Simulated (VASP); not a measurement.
Crystal: CaMg6Si.

```
Ca Si Mg
1.0
     5.03356    0.00000    0.00000
     0.00000    3.06934    5.99067
     0.00000   -3.06934    5.99067
Ca Si Mg
1 1 6
Cartesian
  2.5168 0.0000 2.1501
  2.5168 0.0000 7.7439
  0.0000 0.0000 9.7954
  0.0000 0.0000 4.1114
  0.0000 -1.4972 6.9341
  0.0000 1.4972 6.9341
  2.5168 -1.5333 5.1281
  2.5168 1.5333 5.1281
```

The cell comes from a database or a generator and needn't be the stable form of this composition.

| Property | Result |
| --- | --- |
| Program | VASP 6.6.1 |
| Task | single point |
| Functional | PBE |
| Potentials or basis | VASP PAW PBE potentials, release 64 (Ca_sv, Si, Mg) |
| Cutoff | 520 eV |
| k mesh | 5 × 5 × 5 |
| Occupations | fermi-dirac, width 0.05 eV |
| Spin | no spin polarisation |

On this cell: pressure 0.0 GPa; largest force 0.082 eV/Å; band gap on the k mesh none (metal or under the smearing width).

The same run follows on a disturbed copy (atoms moved at random, drawn with an rms of 0.05 Å):

```
Ca Si Mg
1.0
     5.03356    0.00000    0.00000
     0.00000    3.06934    5.99067
     0.00000   -3.06934    5.99067
Ca Si Mg
1 1 6
Direct
  0.49821 0.17756 0.18033
  0.50150 0.65221 0.64134
  0.01087 0.81558 0.81695
  0.99840 0.33712 0.34349
  0.99680 0.33871 0.82314
  0.99376 0.82095 0.33625
  0.49931 0.17939 0.67920
  0.50011 0.67345 0.18146
```

**Question.** What changes?

**Answer.** The energy (extrapolated to zero smearing) moves by +1.5 meV/atom; pressure 0.1 GPa; largest force 0.188 eV/Å; band gap on the k mesh none (metal or under the smearing width).

Forces in eV/Å, atoms in the order of the input:
```
Ca  -0.045  0.073  0.040
Si  -0.034 -0.162 -0.088
Mg  -0.057 -0.015  0.000
Mg   0.013  0.041  0.130
Mg   0.030 -0.026 -0.069
Mg   0.085  0.053 -0.047
Mg   0.021 -0.035 -0.004
Mg  -0.012  0.072  0.037
```

Stress tensor (GPa, compression positive):
```
-0.34 -0.04  0.12
-0.04  0.13  0.02
 0.12  0.02  0.39
```
